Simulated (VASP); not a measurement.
Given:

```xyz
4
Lattice="3.9416 0.0000 0.0000 0.0000 3.9416 0.0000 0.0000 0.0000 4.9481" Properties=species:S:1:pos:R:3 pbc="T T T"
Pb     1.9708     0.0000     3.7816
Pb     0.0000     1.9708     1.1665
O      1.9708     1.9708     0.0000
O      0.0000     0.0000     0.0000
```

Level of theory: revTPSS meta-GGA, VASP's PBE PAW potentials (set 64) (plane waves; VASP 6.6.1). Numerical set-up: 520 eV cut-off, 6×6×5 Γ-centred mesh, Gaussian smearing of 0.050 eV, potentials Pb_d O.

Without a dispersion term in the relaxation, distances and binding between the weakly bound layers, chains or molecules are unreliable, and so is what depends on them.

Q: The ions and cell shape at fixed volume are relaxed. Which structure does the run end with?

A: 
```xyz
4
Lattice="4.0139 0.0000 0.0000 0.0000 4.0139 0.0000 0.0000 0.0000 4.7715" Properties=species:S:1:pos:R:3 pbc="T T T"
Pb     2.0070     0.0000     3.5847
Pb     0.0000     2.0070     1.1869
O      2.0070     2.0070     0.0000
O      0.0000     0.0000     0.0000
```
Space group P4/nmm (129), at a tolerance of 0.03 Å.

Q: How much energy does the relaxation gain?

A: The energy (σ→0) changes by -15.8 meV/atom, in 7 ionic steps.

```csv
step,E(σ→0) (eV),max force (eV/Å),pressure (GPa),volume (Å³)
1,63.1231,0.905,5.84,76.88
2,63.0754,0.138,3.06,76.88
3,63.0736,0.043,2.42,76.88
4,63.0673,0.018,2.20,76.88
5,63.0602,0.033,1.61,76.88
6,63.0601,0.035,1.57,76.88
7,63.0600,0.010,1.40,76.88
```

The compound is PbO in the litharge structure. This cell is one point of a volume scan, at 0.94 of the reference volume. Symmetry was kept, so distortions that lower it aren't found.
